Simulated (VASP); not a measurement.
# How biaxial strain in the (110) plane changes W

How do stress and energy of W follow biaxial strain in the (110) plane?

Calculated with VASP 6.6.1; r2SCAN; plane waves and PAW (W_sv), in the first sound run; inputs show where later runs differ.

## 1. Starting point

It takes space group Im-3m (No. 229, cubic). Conventional cell: a = 3.160 Å, b = 3.160 Å, c = 3.160 Å, α = 90.00°, β = 90.00°, γ = 90.00°. W has 8 W at 2.74 Å nearest.

Structure file:

```cif
data_structure
_symmetry_space_group_name_H-M 'P 1'
_symmetry_Int_Tables_number 1
_cell_length_a 2.7366
_cell_length_b 2.7366
_cell_length_c 2.7366
_cell_angle_alpha 109.471
_cell_angle_beta 109.471
_cell_angle_gamma 109.471
_cell_volume 15.78
loop_
_atom_site_label
_atom_site_type_symbol
_atom_site_fract_x
_atom_site_fract_y
_atom_site_fract_z
_atom_site_occupancy
W1 W 0.00000 0.00000 0.00000 1
```

## 2. Relax the crystal, r2SCAN

The series starts from the cell that this level prefers, so that zero strain is near zero stress.

This step took 2 runs in a row; the last is shown.

Level: r2SCAN; plane waves and PAW (W_sv).

File INCAR:

```
SYSTEM = W
PREC = Accurate
ENCUT = 450
EDIFF = 1E-07
NELM = 120
ISMEAR = 1
SIGMA = 0.15
LREAL = .FALSE.
ALGO = Normal
METAGGA = R2SCAN
LASPH = .TRUE.
NBANDS = 13
LORBIT = 11
LWAVE = .FALSE.
LCHARG = .FALSE.
KPAR = 8
IBRION = 2
NSW = 40
ISIF = 3
EDIFFG = -0.005
POTIM = 0.4
```

File POSCAR:

```
W
1.0
   -1.5865659837      1.5865659837      1.5865659837
    1.5865659837     -1.5865659837      1.5865659837
    1.5865659837      1.5865659837     -1.5865659837
W
1
Direct
    0.0000000000      0.0000000000      0.0000000000
```

File KPOINTS:

```
Automatic mesh
0
Gamma
26 26 26
0 0 0
```

PAW data sets: W_sv (PBE family, release 64).

Command:

```bash
$ mpirun -np 8 vasp_std
```

Output:

```text
[banner, memory and clock lines left out]
running    8 mpi-ranks, on    1 nodes
[...]
|                                                                             |
|           W    W    AA    RRRRR   N    N  II  N    N   GGGG   !!!           |
|           W    W   A  A   R    R  NN   N  II  NN   N  G    G  !!!           |
|           W    W  A    A  R    R  N N  N  II  N N  N  G       !!!           |
|           W WW W  AAAAAA  RRRRR   N  N N  II  N  N N  G  GGG   !            |
|           WW  WW  A    A  R   R   N   NN  II  N   NN  G    G                |
|           W    W  A    A  R    R  N    N  II  N    N   GGGG   !!!           |
|                                                                             |
|     For optimal performance we recommend to set                             |
|       NCORE = 2 up to number-of-cores-per-socket                            |
|     NCORE specifies how many cores store one orbital (NPAR=cpu/NCORE).      |
|     This setting can greatly improve the performance of VASP for DFT.       |
[...]
|     You enforced a specific xc type in the INCAR file but a different       |
|     [... a line on the potential file left out ...]
|     I HOPE YOU KNOW WHAT YOU ARE DOING!                                     |
|                                                                             |

 LDA part: xc-table for (None), standard interpolation
 POSCAR, INCAR and KPOINTS ok, starting setup
[...]
entering main loop
       N       E                     dE             d eps       ncg     rms          rms(c)
DAV:   1     0.390853241900E+02    0.39085E+02   -0.70388E+03 13393   0.114E+03
DAV:   2    -0.540803937644E+02   -0.93166E+02   -0.89499E+02 14831   0.305E+02
DAV:   3    -0.556284528478E+02   -0.15481E+01   -0.15442E+01 14641   0.392E+01
DAV:   4    -0.556345033557E+02   -0.60505E-02   -0.60504E-02 14676   0.269E+00
[...]
DAV:  11    -0.513528524222E+02    0.14731E-04   -0.25160E-05 13706   0.647E-02    0.102E-02
DAV:  12    -0.513528527083E+02   -0.28611E-06   -0.25814E-07 13750   0.590E-03    0.574E-03
DAV:  13    -0.513528527250E+02   -0.16685E-07   -0.21262E-08  7248   0.214E-03
   1 F= -.51352853E+02 E0= -.51352885E+02  d E =-.513529E+02
[...]
reached required accuracy - stopping structural energy minimisation
```

The job ended after 66 s (8 MPI ranks of AMD EPYC 7R43, shared host; peak memory 1.2 GiB; 8.7 min of CPU time).

The logs omit lines about the potential files and the build; timing stands in the text.

Parts of OUTCAR (step 2):

```text
  Total       -0.0036736     -0.0036736     -0.0036736     -0.0000000      0.0000000      0.0000000
  in kB       -0.3684449     -0.3684449     -0.3684449     -0.0000000      0.0000000      0.0000000
  external PRESSURE =      -0.3684449 kB  Pullay stress =       0.0000000 kB

 POSITION                                       TOTAL-FORCE (eV/Angst)
 -----------------------------------------------------------------------------------
      0.00000      0.00000      0.00000        -0.000000     -0.000000      0.000000
 -----------------------------------------------------------------------------------
    total drift:                               -0.000000     -0.000000      0.000000

  FREE ENERGIE OF THE ION-ELECTRON SYSTEM (eV)
  ---------------------------------------------------
  free  energy   TOTEN  =       -51.3528527250 eV

  energy  without entropy=      -51.3529492209  energy(sigma->0) =      -51.35288489

 reached required accuracy - stopping structural energy minimisation

[... 3 further parts left out ...]
[key lines of the parts left out:]
E-fermi :  11.1700
```

Read from the output:

```
energy(sigma→0) of the program : -51.3529 eV
stress, compression positive   : -0.04 along [110], -0.04 across it (mean), GPa
volume                         : 15.975 Å³
ionic steps                    : 1
```

## 3. Strain along the normal, r2SCAN

One member in full: the plane is strained by 1.5 %, and the strain along the normal is moved by secant steps until the normal stress is under 0.012 GPa or five steps are spent; the atoms relax at each step.

This step took 4 runs, each at a new trial strain with the atoms of the one before; the last is shown.

Level: r2SCAN; plane waves and PAW (W_sv).

Edit INCAR of step 2 so:

```diff
@@ -15,7 +15,7 @@
 LCHARG = .FALSE.
-KPAR = 8
-IBRION = 2
-NSW = 40
-ISIF = 3
-EDIFFG = -0.005
-POTIM = 0.4
+KPAR = 2
+IBRION = 1
+NSW = 25
+ISIF = 2
+EDIFFG = -0.004
+POTIM = 0.3
```

File POSCAR:

```
W
1.0
   -1.6103644730      1.6103644730      1.6103644730
    1.6103644730     -1.6103644730      1.6103644730
    1.5666348990      1.5666348990     -1.6103644730
W
1
Direct
    0.0000000000      0.0000000000      0.0000000000
```

KPOINTS is that of step 2.

Command:

```bash
$ mpirun -np 2 vasp_std
```

Output:

```text
[banner, memory and clock lines left out]
running    2 mpi-ranks, on    1 nodes
[...]
[... a notice as in an earlier step ...]

 LDA part: xc-table for (None), standard interpolation
 POSCAR, INCAR and KPOINTS ok, starting setup
[...]
entering main loop
       N       E                     dE             d eps       ncg     rms          rms(c)
DAV:   1     0.389805152078E+02    0.38981E+02   -0.70495E+03 64823   0.114E+03
DAV:   2    -0.540536444174E+02   -0.93034E+02   -0.89335E+02 72161   0.304E+02
DAV:   3    -0.556299628187E+02   -0.15763E+01   -0.15716E+01 70486   0.393E+01
DAV:   4    -0.556363740403E+02   -0.64112E-02   -0.64111E-02 71261   0.275E+00
[...]
DAV:  11    -0.513409747914E+02    0.11816E-04   -0.19350E-05 66531   0.563E-02    0.112E-02
DAV:  12    -0.513409750617E+02   -0.27035E-06   -0.18816E-07 61490   0.524E-03    0.522E-03
DAV:  13    -0.513409750761E+02   -0.14345E-07   -0.14523E-08 34618   0.171E-03
   1 F= -.51340975E+02 E0= -.51341056E+02  d E =-.513410E+02
 BRION: g(F)=  0.180E-61 g(S)=  0.000E+00
 reached required accuracy - stopping structural energy minimisation
```

It took 13 min on 2 MPI ranks; peak memory 0.86 GiB; 27 min of CPU time.

From OUTCAR (step 3):

```text
  Total       -0.3848073     -0.3848073     -0.8087967      0.3847937     -0.0000000      0.0000000
  in kB      -37.9382918    -37.9382918    -79.7395567     37.9369525     -0.0000000      0.0000000
  external PRESSURE =     -51.8720467 kB  Pullay stress =       0.0000000 kB

 POSITION                                       TOTAL-FORCE (eV/Angst)
 -----------------------------------------------------------------------------------
      0.00000      0.00000      0.00000         0.000000      0.000000     -0.000000
 -----------------------------------------------------------------------------------
    total drift:                                0.000000     -0.000000      0.000000

  FREE ENERGIE OF THE ION-ELECTRON SYSTEM (eV)
  ---------------------------------------------------
  free  energy   TOTEN  =       -51.3409750761 eV

  energy  without entropy=      -51.3412176934  energy(sigma->0) =      -51.34105595

[... 1 part as in an earlier step ...]

[... 3 further parts left out ...]
[key lines of the parts left out:]
E-fermi :  10.9213
```

This run gave:

* energy(sigma→0) of the program: -51.3411 eV
* stress, compression positive: 0.00 along [110], -7.78 across it (mean), GPa
* ionic steps: 1

## 4. The whole series

The other members went through these steps as far as the tables show, with the same cutoff and, step by step, the same mesh; 29 runs are not shown. The session took 14 core hours (wall time by ranks) on a shared machine.

```
in-plane strain (%)  strain along the normal (%)  mean of the two in-plane stresses, tension positive (GPa)  energy above the unstrained row, extrapolated to no smearing (meV/atom)
             -2.000                        1.600                                                    -12.693                                                                   24.606
             -1.500                        1.190                                                     -9.275                                                                   13.645
             -1.000                        0.789                                                     -6.012                                                                    5.984
             -0.500                        0.393                                                     -2.910                                                                    1.488
                  0                       -0.007                                                      0.022                                                                    0.000
              0.500                       -0.419                                                      2.762                                                                    1.357
              1.000                       -0.841                                                          ?                                                                        ?
              1.500                       -1.256                                                      7.781                                                                   11.829
              2.000                       -1.653                                                     10.166                                                                   20.729
```

## 5. A fit to the known rows

A least-squares parabola through the 8 rows shown, with e the strain in %: stress = − 0.3209 e² + 5.702 e + 0.004539 (GPa), r.m.s. residual 0.026 GPa.

For the withheld row, e = 1, the fit gives 5.386 GPa.

## 6. Checking the prediction

The calculation gives 5.325 GPa, so the prediction is 0.061 GPa too high, more than twice the residual of the fit.

Slopes at zero strain, from cubics through all rows: strain ratio -0.816, stress over strain 565 GPa.

## 7. Outcome

```yaml
error_of_the_predicted_stress: 0.061 GPa
ratio_of_normal_to_in_plane_strain: -0.816
biaxial_modulus: 565 GPa
```

**Reading.** As a check, the curvature of the energy gives 567 GPa for the same modulus (energy per volume = M × strain²), 0 % from the slope of the stress. These are static values: temperature and zero-point motion are left out. In a metal the slopes also depend on mesh and smearing, which were held through the series.

[Lines on the potential files, build, host, timing and source positions are cut from VASP's logs without a mark.]

[Logs are printed without paths, hosts, clocks, repeated set-up lines and the standing remarks that a program may print on its own settings, such as how far it seeks lower states.]

[Hosts, paths, dates, database ids (printed as entryN), source tags and the programs' standing remarks are cut or masked in the printed files.]

[In band tables of VASP the shares of atoms and orbitals are scaled to a sum of 1 inside the atoms' spheres.]
